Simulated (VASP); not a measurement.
```
As
1.0
    3.68036    -1.88000     0.00000
    3.68036     1.88000     0.00000
    2.72002     0.00000     3.11142
As
2
Direct
  0.22700   0.22700   0.22700
  0.77300   0.77300   0.77300
```

These are PBE GGA, VASP's PBE PAW potentials (set 64) (plane waves; VASP) values and carry that method's errors. Numerical set-up: 400 eV cut-off, 11×11×11 Γ-centred mesh, first-order Methfessel-Paxton smearing of 0.50 eV, potentials As.

Problem. Predict the energy per atom (σ→0), pressure, largest force, band gap (on the k-mesh) with the smallest direct gap where there is one.

Solution. 
The band gap (on the k-mesh) comes out as none (metal, semimetal or under 0.01 eV) and the energy per atom (σ→0) comes out as -4.662 eV/atom. The pressure is 3.51 GPa and the largest force is 0.293 eV/Å.

The absolute energy has meaning only against runs of the same code, potentials and settings.

The compound is As in the a7 structure. The cell was not relaxed at this level. The run is one of a series of settings (SIGMA = 0.5 against the base run), some of them coarse on purpose.
